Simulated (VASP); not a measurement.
Calculation: PBEsol GGA, VASP's PBE PAW potentials (set 64) (plane waves; VASP).

VASP input:

### INCAR
```
ALGO=Normal
GGA=PS
LWAVE=F
IBRION=2   ! conjugate gradients
ENCUT=620
LASPH=T   ! aspherical one-centre terms
NSW=40
SIGMA=0.05   ! width (eV)
EDIFFG=-0.02   ! ionic stop
ISIF=3
NELM=100
PREC=Accurate
ISMEAR=0   ! Gaussian
EDIFF=1E-6
LREAL=F
LCHARG=F
SYSTEM=CaO
```

### KPOINTS
```
K-points
0
G
10 10 10
```

**POSCAR**
```
CaO
1
    0.0000000000     2.3880329525     2.3880329525
    2.3880329525     0.0000000000     2.3880329525
    2.3880329525     2.3880329525     0.0000000000
Ca O
1 1
Direct
  0.0000000000   0.0000000000   0.0000000000
  0.5000000000   0.5000000000   0.5000000000
```

POTCAR, in this order: Ca_sv O (PBE.64 set). Program: vasp_std.

Output

### OSZICAR
```
       N       E                     dE             d eps       ncg     rms          rms(c)
DAV:   1     0.144143569149E+03    0.14414E+03   -0.97132E+03  1128   0.157E+03
DAV:   2    -0.694694671036E+01   -0.15109E+03   -0.14151E+03  1280   0.357E+02
DAV:   3    -0.146568748898E+02   -0.77099E+01   -0.76393E+01  1432   0.835E+01
DAV:   4    -0.149293205262E+02   -0.27245E+00   -0.27212E+00  1648   0.143E+01
DAV:   5    -0.149337250881E+02   -0.44046E-02   -0.44040E-02  1388   0.186E+00    0.807E+00
DAV:   6    -0.134822436237E+02    0.14515E+01   -0.74725E+00  1304   0.261E+01    0.357E+00
DAV:   7    -0.134277216430E+02    0.54522E-01   -0.63324E-01  1520   0.805E+00    0.170E+00
DAV:   8    -0.134156721735E+02    0.12049E-01   -0.71649E-02  1252   0.309E+00    0.378E-01
DAV:   9    -0.134138980857E+02    0.17741E-02   -0.19671E-02  1420   0.114E+00    0.135E-01
DAV:  10    -0.134141259124E+02   -0.22783E-03   -0.17543E-03  1256   0.470E-01    0.235E-02
DAV:  11    -0.134141323410E+02   -0.64285E-05   -0.13361E-04  1496   0.117E-01    0.136E-02
DAV:  12    -0.134141296378E+02    0.27031E-05   -0.11357E-05  1364   0.408E-02    0.305E-03
DAV:  13    -0.134141295818E+02    0.56042E-07   -0.14555E-06  1020   0.109E-02
   1 F= -.13414130E+02 E0= -.13414130E+02  d E =-.134141E+02
```

OUTCAR:
```
------------------------ aborting loop because EDIFF is reached ----------------------------------------
  FORCE on cell =-STRESS in cart. coord.  units (eV):
  Direction    XX          YY          ZZ          XY          YZ          ZX
  --------------------------------------------------------------------------------------
  Total       -0.0180333     -0.0180333     -0.0180333      0.0000000      0.0000000      0.0000000
  in kB       -1.0608013     -1.0608013     -1.0608013      0.0000000      0.0000000      0.0000000
  external PRESSURE =      -1.0608013 kB  Pullay stress =       0.0000000 kB
  volume of cell :       27.24
      direct lattice vectors                 reciprocal lattice vectors
     0.000000000  2.388032953  2.388032953    -0.209377345  0.209377345  0.209377345
     2.388032953  0.000000000  2.388032953     0.209377345 -0.209377345  0.209377345
     2.388032953  2.388032953  0.000000000     0.209377345  0.209377345 -0.209377345
  FREE ENERGIE OF THE ION-ELECTRON SYSTEM (eV)
  ---------------------------------------------------
  free  energy   TOTEN  =       -13.4141295818 eV

  energy  without entropy=      -13.4141295818  energy(sigma->0) =      -13.41412958

 reached required accuracy - stopping structural energy minimisation
```
(Selected blocks of OUTCAR.)

The compound is CaO in the rock salt structure. It was relaxed first.
